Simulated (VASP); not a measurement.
Computed with optB88-vdW, VASP's PBE PAW potentials (set 64) (plane waves; VASP).

The input files of a VASP run:

**POSCAR**
```
MoS2
1
    3.1443132590     0.0000000000    -0.0000000000
   -1.5721566295     2.7230548880     0.0000000000
    0.0000000000    -0.0000000000    12.2515304817
Mo S
2 4
Direct
  0.6666670000   0.3333330000   0.7500000000
  0.3333330000   0.6666670000   0.2500000000
  0.6666670000   0.3333330000   0.3771554420
  0.3333330000   0.6666670000   0.8771554420
  0.3333330000   0.6666670000   0.6228445580
  0.6666670000   0.3333330000   0.1228445580
```

KPOINTS:
```
kpoints
0
Gamma
  7 7 2
```

**INCAR**
```
SYSTEM = MoS2
PREC = Accurate
ENCUT = 480
EDIFF = 1E-6
NELM = 100
ALGO = Normal
LREAL = .FALSE.
LASPH = .TRUE.
ISMEAR = 0
SIGMA = 0.05
GGA = BO
PARAM1 = 0.1833333333
PARAM2 = 0.22
LUSE_VDW = .TRUE.
AGGAC = 0.0
LMAXMIX = 4
LWAVE = .FALSE.
LCHARG = .FALSE.
IBRION = 2
ISIF = 3
NSW = 60
EDIFFG = -0.02
```

POTCAR, in this order: Mo_sv S (PBE.64 set). Program: vasp_std.

Output of the run:

**OUTCAR**
```
 ion  position               nearest neighbor table
   1  0.667  0.333  0.750-   4 2.39   5 2.39   4 2.39   5 2.39   4 2.39   5 2.39
   2  0.333  0.667  0.250-   3 2.39   6 2.39   3 2.39   6 2.39   3 2.39   6 2.39
   3  0.667  0.333  0.377-   2 2.39   2 2.39   2 2.39
   4  0.333  0.667  0.877-   1 2.39   1 2.39   1 2.39
   5  0.333  0.667  0.623-   1 2.39   1 2.39   1 2.39
   6  0.667  0.333  0.123-   2 2.39   2 2.39   2 2.39
  LATTYP: Found a hexagonal cell.
 ALAT       =     3.1443132590
 C/A-ratio  =     3.8964090002
 Subroutine PRICEL returns:
 Original cell was already a primitive cell.
 Subroutine GETGRP returns: Found 24 space group operations
The static configuration has the point symmetry D_3d.
 The point group associated with its full space group is D_6h.
The dynamic configuration has the point symmetry D_3d.
 Subroutine INISYM returns: Found 24 space group operations
 Subroutine IBZKPT returns following result:
 Found     16 irreducible k-points:

 Following reciprocal coordinates:
            Coordinates               Weight
  0.000000  0.000000  0.000000      1.000000
  0.142857  0.000000  0.000000      6.000000
  0.285714 -0.000000  0.000000      6.000000
  0.428571 -0.000000  0.000000      6.000000
  0.142857  0.142857  0.000000      6.000000
  0.285714  0.142857  0.000000     12.000000
  0.428571  0.142857  0.000000      6.000000
  0.285714  0.285714  0.000000      6.000000
  0.000000  0.000000  0.500000      1.000000
  0.142857  0.000000  0.500000      6.000000
  0.285714 -0.000000  0.500000      6.000000
  0.428571 -0.000000  0.500000      6.000000
  0.142857  0.142857  0.500000      6.000000
  0.285714  0.142857  0.500000     12.000000
  0.428571  0.142857  0.500000      6.000000
  0.285714  0.285714  0.500000      6.000000
   k-points           NKPTS =     16   k-points in BZ     NKDIM =     16   number of bands    NBANDS=     31
   number of dos      NEDOS =    301   number of ions     NIONS =      6
   total plane-waves  NPLWV =  51840
   dimension x,y,z NGX =    24 NGY =   24 NGZ =   90
   dimension x,y,z NGXF=    48 NGYF=   48 NGZF=  180
   ions per type =               2   4
   PREC   = accura    normal or accurate (medium, high low for compatibility)
   ISTART =      0    job   : 0-new  1-cont  2-samecut
   ICHARG =      2    charge: 1-file 2-atom 10-const
   ISPIN  =      1    spin polarized calculation?
   LNONCOLLINEAR =      F non collinear calculations
   LSORBIT =      F    spin-orbit coupling
   INIWAV =      1    electr: 0-lowe 1-rand  2-diag
   ENCUT  =  480.0 eV  35.28 Ry    5.94 a.u.   5.62  5.62 21.89*2*pi/ulx,y,z
   NELM   =    100;   NELMIN=  2; NELMDL= -5     # of ELM steps
   EDIFF  = 0.1E-05   stopping-criterion for ELM
   LREAL  =      F    real-space projection
   NLSPLINE    = F    spline interpolate recip. space projectors
   LMAXMIX     =    4 max onsite mixed and CHGCAR
   VOSKOWN=      0    Vosko Wilk Nusair interpolation
   EDIFFG = -.2E-01   stopping-criterion for IOM
   NSW    =     60    number of steps for IOM
   NBLOCK =      1;   KBLOCK =     60    inner block; outer block
   IBRION =      2    ionic relax: 0-MD 1-quasi-New 2-CG
   NFREE  =      1    steps in history (QN), initial steepest desc. (CG)
   ISIF   =      3    stress and relaxation
   ISYM   =      2    0-nonsym 1-usesym 2-fastsym
   TEIN   =    0.0    initial temperature
   TEBEG  =    0.0;   TEEND  =   0.0 temperature during run
   SMASS  =  -3.00    Nose mass-parameter (am)
   PSTRESS=    0.0 pullay stress
   NELECT =      52.0000    total number of electrons
   EFERMI =   0.00;   METHOD = LEGACY
   ISMEAR =     0;   SIGMA  =   0.05  broadening in eV -4-tet -1-fermi 0-gaus
   IALGO  =     38    algorithm
   LDIAG  =      T    sub-space diagonalisation (order eigenvalues)
   IMIX   =      4    mixing-type and parameters
...
```

### OSZICAR
```
...
DAV:  15    -0.312464812917E+02    0.87090E-07   -0.39689E-07   804   0.354E-03
   1 F= -.31246481E+02 E0= -.31246481E+02  d E =-.312465E+02
       N       E                     dE             d eps       ncg     rms          rms(c)
DAV:   1    -0.356558709325E+02   -0.44094E+01   -0.11095E+02  1006   0.837E+01    0.177E+01
DAV:   2    -0.332033238128E+02    0.24525E+01   -0.42934E+01  1117   0.388E+01    0.934E+00
DAV:   3    -0.311918697338E+02    0.20115E+01   -0.10607E+01  1158   0.138E+01    0.506E+00
DAV:   4    -0.311110752023E+02    0.80795E-01   -0.73917E-01  1014   0.472E+00    0.202E+00
DAV:   5    -0.310795528549E+02    0.31522E-01   -0.21140E-01  1175   0.282E+00    0.612E-01
DAV:   6    -0.310809428844E+02   -0.13900E-02   -0.12368E-02  1146   0.656E-01    0.488E-01
DAV:   7    -0.310813873361E+02   -0.44445E-03   -0.13379E-03  1274   0.179E-01    0.217E-01
DAV:   8    -0.310813272534E+02    0.60083E-04   -0.45945E-04  1319   0.104E-01    0.125E-01
DAV:   9    -0.310813295532E+02   -0.22998E-05   -0.47369E-05  1167   0.317E-02    0.408E-02
DAV:  10    -0.310813287870E+02    0.76623E-06   -0.35984E-06  1049   0.794E-03
   2 F= -.31081329E+02 E0= -.31081329E+02  d E =0.165153E+00
       N       E                     dE             d eps       ncg     rms          rms(c)
DAV:   1    -0.330828716510E+02   -0.20015E+01   -0.46093E+01  1013   0.530E+01    0.160E+01
DAV:   2    -0.316692018598E+02    0.14137E+01   -0.84973E+00  1118   0.193E+01    0.423E+00
DAV:   3    -0.313924853860E+02    0.27672E+00   -0.21687E+00  1136   0.627E+00    0.253E+00
DAV:   4    -0.313179201941E+02    0.74565E-01   -0.35583E-01  1098   0.368E+00    0.103E+00
DAV:   5    -0.313178312478E+02    0.88946E-04   -0.66790E-02  1311   0.147E+00    0.118E+00
DAV:   6    -0.313156352083E+02    0.21960E-02   -0.19254E-02  1148   0.636E-01    0.385E-01
DAV:   7    -0.313157032612E+02   -0.68053E-04   -0.41260E-03  1146   0.406E-01    0.856E-02
DAV:   8    -0.313156441594E+02    0.59102E-04   -0.14042E-04  1215   0.781E-02    0.776E-02
DAV:   9    -0.313156169437E+02    0.27216E-04   -0.11893E-04  1160   0.595E-02    0.995E-03
DAV:  10    -0.313156162316E+02    0.71201E-06   -0.84753E-06  1137   0.157E-02
   3 F= -.31315616E+02 E0= -.31315616E+02  d E =-.691349E-01
       N       E                     dE             d eps       ncg     rms          rms(c)
DAV:   1    -0.313158598275E+02   -0.24288E-03   -0.52975E-03  1027   0.577E-01    0.169E-01
DAV:   2    -0.313156999748E+02    0.15985E-03   -0.12908E-03  1139   0.231E-01    0.556E-02
DAV:   3    -0.313156552629E+02    0.44712E-04   -0.36963E-04  1159   0.834E-02    0.309E-02
DAV:   4    -0.313156458616E+02    0.94013E-05   -0.47633E-05  1097   0.433E-02    0.816E-03
DAV:   5    -0.313156467020E+02   -0.84032E-06   -0.91432E-06  1140   0.159E-02
   4 F= -.31315647E+02 E0= -.31315647E+02  d E =-.691654E-01
       N       E                     dE             d eps       ncg     rms          rms(c)
DAV:   1    -0.313486135789E+02   -0.32968E-01   -0.11325E+00   992   0.756E+00    0.126E+00
DAV:   2    -0.313257648105E+02    0.22849E-01   -0.74495E-02  1104   0.165E+00    0.430E-01
DAV:   3    -0.313218622970E+02    0.39025E-02   -0.11124E-02  1185   0.614E-01    0.271E-01
DAV:   4    -0.313213444660E+02    0.51783E-03   -0.89545E-04  1204   0.171E-01    0.125E-01
DAV:   5    -0.313212486782E+02    0.95788E-04   -0.42725E-04  1141   0.112E-01    0.606E-02
DAV:   6    -0.313212492933E+02   -0.61513E-06   -0.24607E-05  1264   0.291E-02    0.228E-02
DAV:   7    -0.313212484339E+02    0.85940E-06   -0.76028E-06  1019   0.157E-02
   5 F= -.31321248E+02 E0= -.31321248E+02  d E =-.560173E-02
       N       E                     dE             d eps       ncg     rms          rms(c)
DAV:   1    -0.313212486745E+02    0.61881E-06   -0.10990E-05  1077   0.231E-02    0.365E-03
DAV:   2    -0.313212484421E+02    0.23243E-06   -0.66639E-07   622   0.477E-03
   6 F= -.31321248E+02 E0= -.31321248E+02  d E =-.560174E-02
       N       E                     dE             d eps       ncg     rms          rms(c)
DAV:   1    -0.313224168481E+02   -0.11682E-02   -0.42252E-02   999   0.125E+00    0.226E-01
DAV:   2    -0.313218727024E+02    0.54415E-03   -0.63764E-03  1171   0.479E-01    0.164E-01
DAV:   3    -0.313216854059E+02    0.18730E-03   -0.70413E-04  1102   0.134E-01    0.513E-02
DAV:   4    -0.313216519263E+02    0.33480E-04   -0.21292E-04  1087   0.717E-02    0.273E-02
DAV:   5    -0.313216518524E+02    0.73943E-07   -0.77249E-06  1057   0.159E-02
   7 F= -.31321652E+02 E0= -.31321652E+02  d E =-.403410E-03
       N       E                     dE             d eps       ncg     rms          rms(c)
DAV:   1    -0.313294275359E+02   -0.77756E-02   -0.38136E-01   992   0.375E+00    0.681E-01
DAV:   2    -0.313245200689E+02    0.49075E-02   -0.57297E-02  1142   0.144E+00    0.498E-01
DAV:   3    -0.313228378607E+02    0.16822E-02   -0.62501E-03  1102   0.401E-01    0.159E-01
DAV:   4    -0.313225306887E+02    0.30717E-03   -0.19970E-03  1066   0.218E-01    0.839E-02
DAV:   5    -0.313225361611E+02   -0.54724E-05   -0.73966E-05  1246   0.487E-02    0.506E-02
DAV:   6    -0.313225319467E+02    0.42144E-05   -0.25648E-05  1223   0.269E-02    0.179E-02
DAV:   7    -0.313225302218E+02    0.17249E-05   -0.83800E-06  1053   0.147E-02    0.565E-03
DAV:   8    -0.313225302703E+02   -0.48472E-07   -0.82137E-07   636   0.528E-03
   8 F= -.31322530E+02 E0= -.31322530E+02  d E =-.128183E-02
       N       E                     dE             d eps       ncg     rms          rms(c)
DAV:   1    -0.313502200059E+02   -0.27690E-01   -0.15147E+00   992   0.746E+00    0.139E+00
DAV:   2    -0.313308744435E+02    0.19346E-01   -0.23002E-01  1142   0.289E+00    0.994E-01
DAV:   3    -0.313240907560E+02    0.67837E-02   -0.25188E-02  1072   0.807E-01    0.317E-01
DAV:   4    -0.313228757650E+02    0.12150E-02   -0.81940E-03  1096   0.436E-01    0.168E-01
DAV:   5    -0.313228988708E+02   -0.23106E-04   -0.30470E-04  1255   0.989E-02    0.104E-01
DAV:   6    -0.313228858834E+02    0.12987E-04   -0.94220E-05  1245   0.523E-02    0.402E-02
DAV:   7    -0.313228820343E+02    0.38490E-05   -0.31270E-05  1191   0.277E-02    0.128E-02
DAV:   8    -0.313228819466E+02    0.87732E-07   -0.37277E-06  1036   0.900E-03
   9 F= -.31322882E+02 E0= -.31322882E+02  d E =-.163350E-02
       N       E                     dE             d eps       ncg     rms          rms(c)
DAV:   1    -0.313252794333E+02   -0.23974E-02   -0.12738E-01   999   0.216E+00    0.388E-01
DAV:   2    -0.313236143733E+02    0.16651E-02   -0.19035E-02  1149   0.826E-01    0.281E-01
DAV:   3    -0.313230634380E+02    0.55094E-03   -0.20524E-03  1102   0.230E-01    0.886E-02
DAV:   4    -0.313229646614E+02    0.98777E-04   -0.61548E-04  1073   0.122E-01    0.469E-02
DAV:   5    -0.313229691833E+02   -0.45219E-05   -0.23358E-05  1239   0.279E-02    0.286E-02
DAV:   6    -0.313229700859E+02   -0.90259E-06   -0.86849E-06  1081   0.155E-02
  10 F= -.31322970E+02 E0= -.31322970E+02  d E =-.172164E-02
       N       E                     dE             d eps       ncg     rms          rms(c)
DAV:   1    -0.313263558755E+02   -0.33867E-02   -0.81316E-02  1037   0.213E+00    0.509E-01
DAV:   2    -0.313240777882E+02    0.22781E-02   -0.22644E-02  1133   0.934E-01    0.276E-01
DAV:   3    -0.313232799173E+02    0.79787E-03   -0.38047E-03  1134   0.284E-01    0.633E-02
DAV:   4    -0.313231952418E+02    0.84676E-04   -0.52227E-04  1014   0.129E-01    0.383E-02
DAV:   5    -0.313231912452E+02    0.39967E-05   -0.48900E-05  1177   0.412E-02    0.341E-02
DAV:   6    -0.313231859580E+02    0.52871E-05   -0.15859E-05  1165   0.194E-02    0.559E-03
DAV:   7    -0.313231850458E+02    0.91226E-06   -0.32601E-06   801   0.108E-02
  11 F= -.31323185E+02 E0= -.31323185E+02  d E =-.214960E-03
```

File OUTCAR:
```
------------------------ aborting loop because EDIFF is reached ----------------------------------------
  FORCE on cell =-STRESS in cart. coord.  units (eV):
  Direction    XX          YY          ZZ          XY          YZ          ZX
  --------------------------------------------------------------------------------------
  Total        0.0386898      0.0386898      0.0312270      0.0000000     -0.0000000      0.0000000
  in kB        0.5643421      0.5643420      0.4554878      0.0000000     -0.0000000      0.0000000
  external PRESSURE =       0.5280573 kB  Pullay stress =       0.0000000 kB
  volume of cell :      109.84
      direct lattice vectors                 reciprocal lattice vectors
     3.191862598 -0.000000000  0.000000000     0.313296694  0.180881949 -0.000000000
    -1.595931299  2.764233812 -0.000000000     0.000000000  0.361763898 -0.000000000
     0.000000000  0.000000000 12.449313662     0.000000000  0.000000000  0.080325713
 POSITION                                       TOTAL-FORCE (eV/Angst)
 -----------------------------------------------------------------------------------
      1.59593      0.92141      9.33699         0.000000      0.000000     -0.000000
     -0.00000      1.84282      3.11233         0.000000     -0.000000     -0.000000
      1.59593      0.92141      4.68182         0.000000      0.000000      0.004199
     -0.00000      1.84282     10.90648        -0.000000      0.000000      0.004199
     -0.00000      1.84282      7.76749        -0.000000      0.000000     -0.004199
      1.59593      0.92141      1.54283        -0.000000     -0.000000     -0.004199
 -----------------------------------------------------------------------------------
    total drift:                               -0.001412      0.000815     -0.000032
  FREE ENERGIE OF THE ION-ELECTRON SYSTEM (eV)
  ---------------------------------------------------
  free  energy   TOTEN  =       -31.3231850458 eV

  energy  without entropy=      -31.3231850458  energy(sigma->0) =      -31.32318505

 reached required accuracy - stopping structural energy minimisation
```
(Selected blocks of OUTCAR.)

### CONTCAR
```
MoS2
   1.00000000000000
     3.1918625984545210   -0.0000000000000000    0.0000000000000000
    -1.5959312992272605    2.7642338115260152   -0.0000000000000000
     0.0000000000000000    0.0000000000000000   12.4493136619574578
  Mo              S
     2     4
Direct
     0.6666669999999968    0.3333330000000032    0.7500000000000000
     0.3333330000000032    0.6666669999999968    0.2500000000000000
     0.6666669999999968    0.3333330000000032    0.3760706860331187
     0.3333330000000032    0.6666669999999968    0.8760706860331188
     0.3333330000000032    0.6666669999999968    0.6239293139668812
     0.6666669999999968    0.3333330000000032    0.1239293139668813
```

Energy and stress use the plane-wave basis of the starting cell.

The compound is MoS2 in the 2H layered structure. This run relaxes it. Symmetry was kept, so distortions that lower it aren't found. The start is the result of an earlier pass.
